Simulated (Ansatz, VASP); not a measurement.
Two plane-wave programs on Be2ZnSe3

```
CELL_PARAMETERS angstrom
3.91938 0.00000 0.00000
-1.95969 3.39429 0.00000
0.00000 0.00000 9.60738
ATOMIC_POSITIONS crystal
Be 0.00000 0.00000 0.00709
Be 0.66667 0.33333 0.32365
Zn 0.33333 0.66667 0.66555
Se 0.00000 0.00000 0.76880
Se 0.33333 0.66667 0.40068
Se 0.66667 0.33333 0.08423
```

Alike in both runs: functional PBE; k mesh 12 × 12 × 4; occupations gaussian, width 0.02 eV; no spin polarisation.

Ansatz relaxed the structure, and its values are those at the end. VASP's run is a single point on that final structure, the one shown.

```csv
,VASP,Ansatz
version,VASP 6.6.1,Ansatz 0.2.0
potentials or method,"VASP PAW PBE potentials, release 64 (Be, Zn, Se)","scalar-relativistic, plane waves, PAW"
plane-wave cutoff (eV),520,420
valence electrons in the cell,34,64
```

|  | VASP | Ansatz | Ansatz less VASP |
| --- | --- | --- | --- |
| gap on the k mesh at the Fermi level (eV) | 2.12 | 2.12 | 0.000 |
| least direct gap on the mesh (eV) | 2.12 | 2.12 | 0.000 |
| pressure (GPa) | -5.2 | -5.3 | -0.13 |
| rms of the force components (eV/Å) | 0.004 | 0.001 | -0.0025 |

The functional is the same, so the differences come from potentials, cutoffs and numerics. The two sets of potentials don't hold the same shells in valence.

A k mesh can miss the band edges. PBE gaps usually lie below the measured ones, often by a third to a half.
